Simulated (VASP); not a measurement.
OSZICAR of a VASP run on SrTiO3 (cubic perovskite):

### OSZICAR
```
       N       E                     dE             d eps       ncg     rms          rms(c)
DAV:   1     0.454245966619E+03    0.45425E+03   -0.21697E+04   960   0.182E+03
DAV:   2     0.520872582666E+01   -0.44904E+03   -0.44049E+03  1168   0.494E+02
DAV:   3    -0.406536592996E+02   -0.45862E+02   -0.44890E+02  1424   0.145E+02
DAV:   4    -0.426336262489E+02   -0.19800E+01   -0.19791E+01  1352   0.277E+01
DAV:   5    -0.427058032698E+02   -0.72177E-01   -0.72171E-01  1408   0.399E+00    0.252E+01
DAV:   6    -0.323088220154E+02    0.10397E+02   -0.72009E+01  1480   0.727E+01    0.156E+01
DAV:   7    -0.321901648622E+02    0.11866E+00   -0.11447E+01  1216   0.260E+01    0.992E+00
DAV:   8    -0.321192856254E+02    0.70879E-01   -0.24955E+00  1200   0.158E+01    0.321E+00
DAV:   9    -0.320396082917E+02    0.79677E-01   -0.48186E-01  1224   0.623E+00    0.108E+00
DAV:  10    -0.320366694584E+02    0.29388E-02   -0.96703E-02  1328   0.256E+00    0.727E-01
DAV:  11    -0.320315065887E+02    0.51629E-02   -0.57657E-02  1456   0.184E+00    0.224E-01
DAV:  12    -0.320309831180E+02    0.52347E-03   -0.30044E-03  1176   0.554E-01    0.110E-01
DAV:  13    -0.320309054692E+02    0.77649E-04   -0.74056E-04  1392   0.230E-01    0.325E-02
DAV:  14    -0.320309169044E+02   -0.11435E-04   -0.60304E-05  1304   0.651E-02    0.183E-02
DAV:  15    -0.320309144390E+02    0.24654E-05   -0.86603E-06  1304   0.292E-02    0.707E-03
DAV:  16    -0.320309139144E+02    0.52456E-06   -0.31966E-06  1568   0.162E-02    0.364E-03
DAV:  17    -0.320309137633E+02    0.15110E-06   -0.94376E-07  1232   0.106E-02    0.832E-04
DAV:  18    -0.320309137392E+02    0.24077E-07   -0.10050E-07   600   0.304E-03
   1 F= -.32030914E+02 E0= -.32030914E+02  d E =-.255899E-28
```

Problem. Which electronic solver shows in the log?

Solution. It is blocked Davidson (ALGO = Normal, or the opening steps of other solvers). The INCAR had ALGO = Normal.

Problem. Can the final energy be trusted as converged?

Solution. The run converged. It stopped with EDIFF = 1E-7, NELM = 100 (rev-vdW-DF2, plane waves, VASP's PBE PAW potentials (set 64)).

The compound is SrTiO3 in the cubic perovskite structure, the ideal cubic form; the compound distorts at low or room temperature. This cell is one point of a volume scan, at 1.06 of the reference volume.
